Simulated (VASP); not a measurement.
All values below come from PBE GGA with D3 dispersion (Becke-Johnson damping), VASP's PBE PAW potentials (set 64) (plane waves; VASP 6.6.1).

Input for VASP

### INCAR
```
SYSTEM = TiB2
PREC = Accurate
ENCUT = 520
EDIFF = 1E-6
NELM = 100
ALGO = Normal
LREAL = .FALSE.
LASPH = .TRUE.
ISMEAR = 1
SIGMA = 0.1
GGA = PE
IVDW = 12
LMAXMIX = 4
LWAVE = .FALSE.
LCHARG = .FALSE.
IBRION = 2
ISIF = 3
NSW = 60
EDIFFG = -0.02
```

**KPOINTS**
```
Automatic mesh
0
Gamma
11 11 9
0 0 0
```

POSCAR:
```
TiB2
1
    1.5028720547    -2.6030507820     0.0000000000
    1.5028720547     2.6030507820    -0.0000000000
   -0.0000000000    -0.0000000000     3.1766220448
Ti B
1 2
Direct
  0.0000000000   0.0000000000   0.0000000000
  0.3333330000   0.6666670000   0.5000000000
  0.6666670000   0.3333330000   0.5000000000
```

POTCAR, in this order: Ti_sv B (PBE.64 set). Program: vasp_std.

What VASP printed:

### OSZICAR
```
       N       E                     dE             d eps       ncg     rms          rms(c)
DAV:   1     0.128197661247E+03    0.12820E+03   -0.92981E+03  2080   0.159E+03
DAV:   2    -0.199192548360E+02   -0.14812E+03   -0.14440E+03  2145   0.397E+02
DAV:   3    -0.292100240638E+02   -0.92908E+01   -0.91238E+01  2993   0.949E+01
DAV:   4    -0.295645708952E+02   -0.35455E+00   -0.35434E+00  2694   0.169E+01
DAV:   5    -0.295754123143E+02   -0.10841E-01   -0.10841E-01  3028   0.259E+00    0.175E+01
DAV:   6    -0.243584494303E+02    0.52170E+01   -0.25536E+01  2728   0.603E+01    0.401E+00
DAV:   7    -0.244015192088E+02   -0.43070E-01   -0.15798E+00  2303   0.148E+01    0.350E+00
DAV:   8    -0.244124013463E+02   -0.10882E-01   -0.15152E-01  3122   0.346E+00    0.691E-01
DAV:   9    -0.244073260990E+02    0.50752E-02   -0.57442E-02  2752   0.322E+00    0.281E-01
DAV:  10    -0.244066533037E+02    0.67280E-03   -0.49682E-03  2633   0.100E+00    0.748E-02
DAV:  11    -0.244066367606E+02    0.16543E-04   -0.23165E-04  2820   0.199E-01    0.519E-02
DAV:  12    -0.244066234274E+02    0.13333E-04   -0.93713E-05  2636   0.133E-01    0.961E-03
DAV:  13    -0.244066224453E+02    0.98217E-06   -0.97005E-06  2508   0.416E-02
   1 F= -.25705736E+02 E0= -.25705540E+02  d E =-.257057E+02
       N       E                     dE             d eps       ncg     rms          rms(c)
DAV:   1    -0.244086507533E+02   -0.20273E-02   -0.19378E-02  2265   0.229E+00    0.182E-01
DAV:   2    -0.244083684081E+02    0.28235E-03   -0.14403E-03  2110   0.512E-01    0.775E-02
DAV:   3    -0.244082681791E+02    0.10023E-03   -0.18249E-04  3372   0.127E-01    0.284E-02
DAV:   4    -0.244082593296E+02    0.88495E-05   -0.47872E-05  3031   0.721E-02    0.133E-02
DAV:   5    -0.244082602162E+02   -0.88662E-06   -0.10710E-05  2205   0.459E-02    0.985E-03
DAV:   6    -0.244082601769E+02    0.39337E-07   -0.22299E-06  1919   0.217E-02
   2 F= -.25705850E+02 E0= -.25705665E+02  d E =-.114429E-03
```

### OUTCAR
```
------------------------ aborting loop because EDIFF is reached ----------------------------------------
 Edisp (eV)   -1.29759
  FORCE on cell =-STRESS in cart. coord.  units (eV):
  Direction    XX          YY          ZZ          XY          YZ          ZX
  --------------------------------------------------------------------------------------
  Total      -0.00938    -0.00938    -0.01491     0.00000     0.00000    -0.00000
  in kB      -0.60384    -0.60384    -0.95979     0.00000     0.00000    -0.00000
  external pressure =       -0.72 kB  Pullay stress =        0.00 kB
  volume of cell :       24.88
      direct lattice vectors                 reciprocal lattice vectors
     1.502272979 -2.602013152  0.000000000     0.332828991 -0.192158906 -0.000000000
     1.502272979  2.602013152  0.000000000     0.332828991  0.192158906 -0.000000000
     0.000000000  0.000000000  3.182864628    -0.000000000  0.000000000  0.314182385
 POSITION                                       TOTAL-FORCE (eV/Angst)
 -----------------------------------------------------------------------------------
      1.50227     -2.60201      0.00000        -0.000000      0.000000      0.000000
      1.50227      0.86734      1.59143         0.000000      0.000000      0.000000
      1.50227     -0.86734      1.59143         0.000000     -0.000000     -0.000000
 -----------------------------------------------------------------------------------
    total drift:                                0.000000     -0.000000     -0.000000
  FREE ENERGIE OF THE ION-ELECTRON SYSTEM (eV)
  ---------------------------------------------------
  free  energy   TOTEN  =       -25.7058500081 eV

  energy  without entropy=      -25.7052958172  energy(sigma->0) =      -25.70566528

 reached required accuracy - stopping structural energy minimisation
```
(Selected blocks of OUTCAR.)

**CONTCAR**
```
TiB2
   1.00000000000000
     1.5022729788882365   -2.6020131522253664    0.0000000000000000
     1.5022729788882365    2.6020131522253664    0.0000000000000000
     0.0000000000000000    0.0000000000000000    3.1828646284580024
  Ti              B
     1     2
Direct
     1.0000000000000000    0.0000000000000000    0.0000000000000000
     0.3333330000000032    0.6666669999999968    0.5000000000000000
     0.6666669999999968    0.3333330000000032    0.5000000000000000
```

The compound is TiB2 in the AlB2 type structure. This run relaxes it. Symmetry was kept, so distortions that lower it aren't found. The start is the result of an earlier pass.
